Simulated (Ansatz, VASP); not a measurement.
**CdCl3: VASP beside Ansatz**

```xyz
8
Lattice="5.5356 0.0000 0.0000 0.0000 5.5356 0.0000 0.0000 0.0000 5.5356" Properties=species:S:1:pos:R:3 pbc="T T T"
Cd    2.7678    2.7678    2.7678
Cd    0.0000    0.0000    0.0000
Cl    0.0000    2.7678    4.1517
Cl    2.7678    1.3839    0.0000
Cl    4.1517    0.0000    2.7678
Cl    0.0000    2.7678    1.3839
Cl    2.7678    4.1517    0.0000
Cl    1.3839    0.0000    2.7678
```

Change from the starting cell: species swapped into the Tl3Au type (Pm-3n, No. 223).

Alike in both runs: functional PBE; k mesh 8 × 8 × 8; occupations gaussian, width 0.1 eV; no spin polarisation.

Ansatz relaxed the structure, and its values are those at the end. VASP's run is a single point on that final structure, the one shown.

|  | VASP | Ansatz |
| --- | --- | --- |
| version | VASP 6.6.1 | Ansatz 0.2.0 |
| potentials or method | VASP PAW PBE potentials, release 64 (Cd, Cl) | scalar-relativistic, plane waves, PAW |
| plane-wave cutoff (eV) | 520 | 420 |
| valence electrons in the cell | 66 | 82 |

|  | VASP | Ansatz | Ansatz less VASP |
| --- | --- | --- | --- |
| gap on the k mesh at the Fermi level (eV) | none | none | - |
| pressure (GPa) | 0.0 | 0.0 | -0.04 |

A gap of «none» marks a metal or a gap that the smearing closes. The two sets of potentials don't hold the same shells in valence.
